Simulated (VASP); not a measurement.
TiOs3, 4 atoms in the cell. Symmetry: Pm-3m, No. 221, cubic system. Conventional cell: a = 3.888 Å, b = 3.888 Å, c = 3.888 Å, α = 90.00°, β = 90.00°, γ = 90.00°. Ti (site symmetry m-3m) is surrounded by 12 Os at 2.75 Å. Os (site symmetry 4/mmm) has 4 Ti at 2.75 Å and 8 Os at 2.75 Å as nearest neighbours. The cell comes from a database or a generator and needn't be the stable form of this composition.

| Quantity | Value |
| --- | --- |
| Program | VASP 6.6.1 |
| Task | single point |
| Functional | PBE |
| Potentials or basis | VASP PAW PBE potentials, release 64 (Ti_sv, Os) |
| Cutoff | 520 eV |
| k mesh | 6 × 6 × 6 |
| Occupations | fermi-dirac, width 0.1 eV |
| Spin | no spin polarisation |
| Dipole correction | no |
| Further INCAR settings | ALGO = Normal; EDIFF = 1e-06; NBANDS = 26 |

Potentials or basis: VASP PAW PBE potentials, release 64 (Ti_sv, Os).

Launch:

```sh
$ cat potpaw_PBE.64/Ti_sv/POTCAR potpaw_PBE.64/Os/POTCAR > POTCAR
$ mpirun -np 1 vasp_std > vasp.out
```

Hardware: 1 thread of Intel(R) Xeon(R) Platinum 8488C (Sapphire Rapids), on a shared host.

Task: Estimate the wall time of this run.

Result: Wall time 24 s on 1 thread of Intel(R) Xeon(R) Platinum 8488C (Sapphire Rapids) (shared host), peak memory 0.18 GiB. Counts: scf iterations 15, k points 20.
